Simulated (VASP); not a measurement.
Given:

```
Cu2O
1.0
    2.80233     0.00000     0.00000
   -1.40117     2.42689     0.00000
    0.00000     0.00000     4.43641
O Cu
1 2
Direct
  0.00000   0.00000   0.00000
  0.33333   0.66667   0.29120
  0.66667   0.33333   0.70880
```

All values below come from PBEsol GGA, VASP's PBE PAW potentials (set 64) (plane waves; VASP). Numerical set-up: 520 eV cut-off, 14×14×8 Γ-centred mesh, tetrahedra with Blöchl corrections, potentials O Cu.

**Question.** Estimate the energy per atom (σ→0), band gap (on the k-mesh) with the smallest direct gap where there is one.

**Answer.** 
```
Property                                                     Value
------------------------  ----------------------------------------
band gap (on the k-mesh)  none (metal, semimetal or under 0.01 eV)
energy per atom (σ→0)                               -4.844 eV/atom
```

Only differences to runs with the same potentials and settings are physical.

The structure was generated: Cu2O was put into the CdI2 type (P-3m1), which need not be its known phase. It was relaxed first, which changed the volume by +12 %.
